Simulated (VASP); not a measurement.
Calculation: PBEsol GGA, VASP's PBE PAW potentials (set 64) (plane waves; VASP 6.6.1).

VASP input:

### POSCAR
```
RhB
1
   -0.0000000000     2.1754501182     2.1754501182
    2.1754501182     0.0000000000     2.1754501182
    2.1754501182     2.1754501182    -0.0000000000
Rh B
1 1
Direct
  0.0000000000   0.0000000000   0.0000000000
  0.5000000000   0.5000000000   0.5000000000
```

### INCAR
```
! general
SYSTEM =RhB
PREC   =Accurate
ENCUT  =520
LREAL  =F
LASPH  =T

! electronic loop
EDIFF  =1E-6
NELM   =100
ALGO   =Normal
LMAXMIX=4

! smearing
ISMEAR =1
SIGMA  =0.1

! functional
GGA    =PS

! ions
IBRION =2
NSW    =60
ISIF   =3
EDIFFG =-0.01

! output
LWAVE  =F
LCHARG =F
```

File KPOINTS:
```
Regular mesh
0
gamma
 13 13 13
```

POTCAR, in this order: Rh_pv B (PBE.64 set). Program: vasp_std.

Question: What does the run give for the energy per atom (σ→0), volume per atom, band gap (on the k-mesh)?

Answer: 
```
Property                                                    Result
------------------------  ----------------------------------------
energy per atom (σ→0)                               -7.650 eV/atom
band gap (on the k-mesh)  none (metal, semimetal or under 0.01 eV)
volume per atom                                      10.29 Å³/atom
```

OSZICAR:
```
...
   2 F= -.15300572E+02 E0= -.15300525E+02  d E =0.203814E-04
       N       E                     dE             d eps       ncg     rms          rms(c)
DAV:   1    -0.153013675216E+02   -0.79557E-03   -0.92943E-03  2184   0.144E+00    0.243E-01
DAV:   2    -0.153007802259E+02    0.58730E-03   -0.36158E-03  2229   0.838E-01    0.103E-01
DAV:   3    -0.153006163758E+02    0.16385E-03   -0.33177E-04  2239   0.254E-01    0.221E-02
DAV:   4    -0.153006073922E+02    0.89836E-05   -0.36594E-05  2274   0.483E-02    0.513E-03
DAV:   5    -0.153006071247E+02    0.26750E-06   -0.60122E-07  1472   0.784E-03
   3 F= -.15300607E+02 E0= -.15300559E+02  d E =-.149844E-04
```

The structure was generated: RhB was put into the rock salt type (Fm-3m), which need not be its known phase. This run relaxes it. Symmetry was kept, so distortions that lower it aren't found. The start is the result of an earlier pass.
